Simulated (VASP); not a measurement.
# InAs: what each functional gives for the gap, part 3 of 3

Aim: the gap of InAs on one structure at many levels of theory. The starting structure is a measured crystal structure from the Crystallography Open Database. Cell and atoms stay as given. Meshes and data sets differ where the inputs say so.

VASP 6.6.1.

Results so far: LDA no gap; PBE no gap; r2SCAN 0.216 eV; TB-mBJ 0.702 eV; LDA + spin-orbit coupling no gap; r2SCAN + spin-orbit coupling 0.107 eV; TB-mBJ + spin-orbit coupling 0.599 eV.

## (9) Bands with HSE06

Level of this step: HSE06; plane waves and PAW (In_d, As) (VASP).

HSE06 mixes in a quarter of exact exchange at short range, at far higher cost; in semiconductors this cures much of the gap error, while metals seldom gain. This run uses a 4×4×4 mesh. Its starting orbitals come from a semilocal run on the same mesh, not shown.

Contents of INCAR:

```
SYSTEM = InAs
PREC = Accurate
ENCUT = 350
EDIFF = 1E-06
NELM = 100
ISMEAR = 0
SIGMA = 0.03
LREAL = .FALSE.
ALGO = Normal
LHFCALC = .TRUE.
AEXX = 0.25
GGA = PE
HFSCREEN = 0.2
LASPH = .TRUE.
NBANDS = 15
PRECFOCK = Fast
LORBIT = 11
LWAVE = .FALSE.
LCHARG = .FALSE.
KPAR = 4
```

Contents of POSCAR:

```
InAs
1.0
    0.0000000000      3.0290000000      3.0290000000
    3.0290000000      0.0000000000      3.0290000000
    3.0290000000      3.0290000000      0.0000000000
In As
1 1
Direct
    0.0000000000      0.0000000000      0.0000000000
    0.7500000000      0.7500000000      0.7500000000
```

Contents of KPOINTS:

```
Automatic mesh
0
Gamma
4 4 4
0 0 0
```

Contents of KPOINTS_OPT:

```
Line mode
10
Line-mode
Reciprocal
  0.00000000   0.00000000   0.00000000 GAMMA
  0.50000000   0.00000000   0.50000000 X

  0.50000000   0.00000000   0.50000000 X
  0.50000000   0.25000000   0.75000000 W

  0.50000000   0.25000000   0.75000000 W
  0.37500000   0.37500000   0.75000000 K

  0.37500000   0.37500000   0.75000000 K
  0.00000000   0.00000000   0.00000000 GAMMA

  0.00000000   0.00000000   0.00000000 GAMMA
  0.50000000   0.50000000   0.50000000 L

  0.50000000   0.50000000   0.50000000 L
  0.62500000   0.25000000   0.62500000 U

  0.62500000   0.25000000   0.62500000 U
  0.50000000   0.25000000   0.75000000 W

  0.50000000   0.25000000   0.75000000 W
  0.50000000   0.50000000   0.50000000 L

  0.50000000   0.50000000   0.50000000 L
  0.37500000   0.37500000   0.75000000 K

  0.62500000   0.25000000   0.62500000 U
  0.50000000   0.00000000   0.50000000 X
```

Potentials, in the order of the species: In_d and As (PBE family, release 64).

Launch:

```
$ mpirun -np 4 vasp_std
```

Numbers of over 12 decimals in the logs are rounded to 6 here.

The program printed:

```text
[banner, memory and clock lines left out]
running    4 mpi-ranks, on    1 nodes
[...]
LDA part: xc-table for (Slater+PW92), standard interpolation
 found WAVECAR, reading the header
 POSCAR, INCAR and KPOINTS ok, starting setup
[...]
reading WAVECAR
 the WAVECAR file was read successfully
 initial charge from wavefunction
 entering main loop
       N       E                     dE             d eps       ncg     rms          rms(c)
DAV:   1    -0.912539268828E+01   -0.91254E+01   -0.11698E+00   296   0.174E+01    0.324E+00
DAV:   2    -0.913598716391E+01   -0.10594E-01   -0.81038E-02   322   0.307E+00    0.417E+00
DAV:   3    -0.913210812192E+01    0.38790E-02   -0.69709E-03   333   0.136E+00    0.292E+00
DAV:   4    -0.913099758280E+01    0.11105E-02   -0.12779E-03   357   0.490E-01    0.193E+00
DAV:   5    -0.913073297344E+01    0.26461E-03   -0.28990E-04   290   0.196E-01    0.119E+00
DAV:   6    -0.913066221947E+01    0.70754E-04   -0.59337E-05   291   0.893E-02    0.727E-01
[...]
DAV:   8    -0.913063434741E+01    0.61495E-05   -0.45168E-06   261   0.217E-02    0.264E-01
DAV:   9    -0.913063351277E+01    0.83464E-06   -0.17156E-06   275   0.114E-02
   1 F= -.91306335E+01 E0= -.91306335E+01  d E =-.652897E-19
 Start KPOINTS_OPT (optional k-point list driver)
k-point batch [1-8\100]
       N       E                     dE             ncg
DAV:   1     0.739916555090E+02   -0.16965E+04      248
DAV:   2    -0.907285802723E+03   -0.98128E+03      247
DAV:   3    -0.979925505141E+03   -0.72640E+02      310
DAV:   4    -0.982476079928E+03   -0.25506E+01      319
DAV:   5    -0.982540235210E+03   -0.64155E-01      361
DAV:   6    -0.982542985598E+03   -0.27504E-02      379
DAV:   7    -0.982543021596E+03   -0.35998E-04      347
DAV:   8    -0.982543022089E+03   -0.49297E-06      275
[...]
k-point batch [97-100\100]
       N       E                     dE             ncg
DAV:   1     0.212384424443E+04   -0.19876E+04      120
DAV:   2     0.164408967494E+04   -0.47975E+03      127
DAV:   3     0.161100107746E+04   -0.33089E+02      148
DAV:   4     0.161009700206E+04   -0.90408E+00      170
DAV:   5     0.161006064627E+04   -0.36356E-01      200
DAV:   6     0.161006012862E+04   -0.51766E-03      184
DAV:   7     0.161006011461E+04   -0.14001E-04      200
DAV:   8     0.161006011448E+04   -0.13290E-06      144
```

Elapsed: 4 min, on 4 MPI ranks of AMD EPYC 9R45, shared host; peak memory 0.99 GiB; 16 min of CPU time.

From OUTCAR (step 9):

```text
 POSITION                                       TOTAL-FORCE (eV/Angst)
 -----------------------------------------------------------------------------------
      0.00000      0.00000      0.00000         0.000000      0.000000      0.000000
      4.54350      4.54350      4.54350        -0.000000     -0.000000     -0.000000
 -----------------------------------------------------------------------------------
    total drift:                               -0.000081     -0.000076     -0.000043

  FREE ENERGIE OF THE ION-ELECTRON SYSTEM (eV)
  ---------------------------------------------------
  free  energy   TOTEN  =        -9.1306335128 eV

  energy  without entropy=       -9.1306335128  energy(sigma->0) =       -9.13063351

[... 1 part as in an earlier step ...]

[... 2 further parts left out ...]
[key lines of the parts left out:]
E-fermi :   4.2320
```

HSE06 gives a direct gap of 0.565 eV.

## (10) Bands with PBE0

PBE0 keeps a quarter of exact exchange at all ranges; it tends to overshoot small gaps. This run uses a 4×4×4 mesh. It starts from the orbitals of an earlier run, not shown.

Edit INCAR of step 9 so:

```diff
@@ -12,3 +12,2 @@
 GGA = PE
-HFSCREEN = 0.2
 LASPH = .TRUE.
@@ -16,2 +15,3 @@
 PRECFOCK = Fast
+HFRCUT = -1
 LORBIT = 11
```

POSCAR is that of step 9.

KPOINTS is that of step 9.

KPOINTS_OPT is that of step 9.

Launch:

```
$ mpirun -np 4 vasp_std
```

The program printed:

```text
[banner, memory and clock lines left out]
running    4 mpi-ranks, on    1 nodes
[...]
LDA part: xc-table for (Slater+PW92), standard interpolation
 found WAVECAR, reading the header
 POSCAR, INCAR and KPOINTS ok, starting setup
[...]
HFRCUT set to (new)   9.469776
 reading WAVECAR
 the WAVECAR file was read successfully
 initial charge from wavefunction
 entering main loop
       N       E                     dE             d eps       ncg     rms          rms(c)
DAV:   1    -0.995892506597E+01   -0.99589E+01   -0.11355E+00   296   0.170E+01    0.337E+00
DAV:   2    -0.998690897053E+01   -0.27984E-01   -0.87649E-02   330   0.284E+00    0.457E+00
DAV:   3    -0.998362533772E+01    0.32836E-02   -0.69017E-03   318   0.132E+00    0.321E+00
DAV:   4    -0.998244678364E+01    0.11786E-02   -0.13830E-03   366   0.493E-01    0.217E+00
[...]
DAV:   8    -0.998207578796E+01    0.63381E-05   -0.49370E-06   261   0.228E-02    0.318E-01
DAV:   9    -0.998207449528E+01    0.12927E-05   -0.19064E-06   268   0.116E-02    0.196E-01
DAV:  10    -0.998207460563E+01   -0.11035E-06   -0.61237E-07   197   0.610E-03
   1 F= -.99820746E+01 E0= -.99820746E+01  d E =-.152821E-26
 Start KPOINTS_OPT (optional k-point list driver)
k-point batch [1-8\100]
       N       E                     dE             ncg
DAV:   1     0.518051055528E+02   -0.17187E+04      248
DAV:   2    -0.959650714744E+03   -0.10115E+04      247
DAV:   3    -0.103560681799E+04   -0.75956E+02      310
DAV:   4    -0.103814618596E+04   -0.25394E+01      319
DAV:   5    -0.103821210077E+04   -0.65915E-01      355
DAV:   6    -0.103821463178E+04   -0.25310E-02      371
DAV:   7    -0.103821466444E+04   -0.32662E-04      355
DAV:   8    -0.103821466484E+04   -0.40279E-06      275
[...]
k-point batch [97-100\100]
       N       E                     dE             ncg
DAV:   1     0.210890080668E+04   -0.20025E+04      120
DAV:   2     0.161587383456E+04   -0.49303E+03      127
DAV:   3     0.158210824916E+04   -0.33766E+02      148
DAV:   4     0.158117069720E+04   -0.93755E+00      185
DAV:   5     0.158114210920E+04   -0.28588E-01      192
DAV:   6     0.158114165289E+04   -0.45632E-03      192
DAV:   7     0.158114164122E+04   -0.11669E-04      192
DAV:   8     0.158114164111E+04   -0.10801E-06      144
```

Run time: 3.9 min. Hardware: 4 MPI ranks; peak memory 0.64 GiB; 15 min of CPU time.

From OUTCAR (step 10):

```text
 POSITION                                       TOTAL-FORCE (eV/Angst)
 -----------------------------------------------------------------------------------
      0.00000      0.00000      0.00000         0.000000      0.000000      0.000000
      4.54350      4.54350      4.54350        -0.000000     -0.000000     -0.000000
 -----------------------------------------------------------------------------------
    total drift:                               -0.000035     -0.000042     -0.000018

  FREE ENERGIE OF THE ION-ELECTRON SYSTEM (eV)
  ---------------------------------------------------
  free  energy   TOTEN  =        -9.9820746056 eV

  energy  without entropy=       -9.9820746056  energy(sigma->0) =       -9.98207461

[... 2 parts as in an earlier step ...]

[... 1 further part left out ...]
[key lines of the parts left out:]
E-fermi :   3.9401
```

PBE0 gives a direct gap of 1.196 eV.

## (11) The runs compared

```
                       level  gap (eV)  least direct gap (eV)   mesh  core minutes
                         LDA      none                      -  6×6×6         0.627
                         PBE      none                      -  6×6×6          0.64
                      r2SCAN     0.216                  0.216  6×6×6           2.6
                      TB-mBJ     0.702                  0.702  6×6×6          1.47
   LDA + spin-orbit coupling      none                      -  6×6×6          2.33
r2SCAN + spin-orbit coupling     0.107                  0.107  6×6×6          12.5
TB-mBJ + spin-orbit coupling     0.599                  0.599  6×6×6          5.93
                       HSE06     0.565                  0.565  4×4×4          16.1
                        PBE0     1.196                  1.196  4×4×4          15.4
```

Core minutes are wall time times ranks of the run shown, on a shared host.

## (12) Results

```
gap, LDA                          : no gap
gap, PBE                          : no gap
gap, r2SCAN                       : 0.216 eV
gap, TB-mBJ                       : 0.702 eV
gap, LDA + spin-orbit coupling    : no gap
gap, r2SCAN + spin-orbit coupling : 0.107 eV
gap, TB-mBJ + spin-orbit coupling : 0.599 eV
gap, HSE06                        : 0.565 eV
gap, PBE0                         : 1.196 eV
```

**Reading.** Without spin-orbit coupling the gap of InAs runs from 0.216 eV (r2SCAN) to 1.196 eV (PBE0), while LDA and PBE give none. TB-mBJ lies +0.14 eV from HSE06, on another mesh, which alone can move a gap by some hundredths of an eV. Spin-orbit coupling changes the r2SCAN gap by -0.108 eV. Spin-orbit coupling changes the TB-mBJ gap by -0.103 eV. Where a semilocal level gives no gap or a very small one, its bands may be inverted, and differences from it then say little. LASPH is on in some of these runs and off in others, which adds a little to the differences. These are gaps between Kohn-Sham or generalised Kohn-Sham levels of a static lattice, without excitons or temperature. Further runs on this material are not shown.

[Lines on the potential files, build, host, timing and source positions are cut from VASP's logs without a mark.]

[Logs are printed without paths, hosts, clocks, repeated set-up lines and the standing remarks that a program may print on its own settings, such as how far it seeks lower states.]

[Hosts, paths, dates, database ids (printed as entryN), source tags and the programs' standing remarks are cut or masked in the printed files.]
